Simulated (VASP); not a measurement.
Here is the system:

```xyz
1
Lattice="0.0000 1.9450 1.9450 1.9450 0.0000 1.9450 1.9450 1.9450 0.0000" Properties=species:S:1:pos:R:3 pbc="T T T"
Pd     0.0000     0.0000     0.0000
```

The numbers are results of PBE GGA, VASP's PBE PAW potentials (set 64) (plane waves; VASP), not measurements. Run with 400 eV cut-off, 14×14×14 Γ-centred mesh, Fermi-Dirac smearing of 0.010 eV, potentials Pd.

Predict the energy per atom (σ→0), pressure, band gap (on the k-mesh) with the smallest direct gap where there is one.

```json
{
 "band gap (on the k-mesh)": "none (metal, semimetal or under 0.01 eV)",
 "energy per atom (σ→0)": "-501.0 kJ/mol of atoms",
 "pressure": "6.94 GPa"
}
```

The absolute energy has meaning only against runs of the same code, potentials and settings.

The compound is Pd in the fcc structure. The cell was not relaxed at this level. The run is one of a series of settings (ISMEAR = -1, SIGMA = 0.01 against the base run), some of them coarse on purpose.
